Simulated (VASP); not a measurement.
Given:

```yaml
crystal:
  lattice:
    - [4.00755, 0.00000, 0.00000]
    - [0.00000, 4.00755, 0.00000]
    - [0.00000, 0.00000, 4.05414]
  atoms:
    - { symbol: Ba, position: [0.00000, 0.00000, 0.99953] }
    - { symbol: Ti, position: [0.50000, 0.50000, 0.51214] }
    - { symbol: O, position: [0.50000, 0.50000, 0.97926] }
    - { symbol: O, position: [0.00000, 0.50000, 0.48654] }
    - { symbol: O, position: [0.50000, 0.00000, 0.48654] }
```

These are revTPSS meta-GGA, VASP's PBE PAW potentials (set 64) (plane waves; VASP) values and carry that method's errors. Settings: 520 eV cut-off, 6×6×6 Γ-centred mesh, tetrahedra with Blöchl corrections, potentials Ba_sv Ti_sv O.

The cores are frozen, which limits the accuracy of field gradients.

**Question.** Give the principal components of the electric field gradient (V/Å²) and the asymmetry η at each nucleus.

**Answer.** 
| atom | Vxx | Vyy | Vzz | η |
|---|---|---|---|---|
| Ba1 | 1.6 | 1.6 | -3.3 | 0.00 |
| Ti2 | -2.8 | -2.8 | 5.6 | 0.00 |
| O3 | -8.8 | -8.8 | 17.7 | 0.00 |
| O4 | -12.3 | -10.4 | 22.7 | 0.08 |
| O5 | -12.3 | -10.4 | 22.7 | 0.08 |

The compound is BaTiO3 in the tetragonal perovskite structure. It was relaxed first.
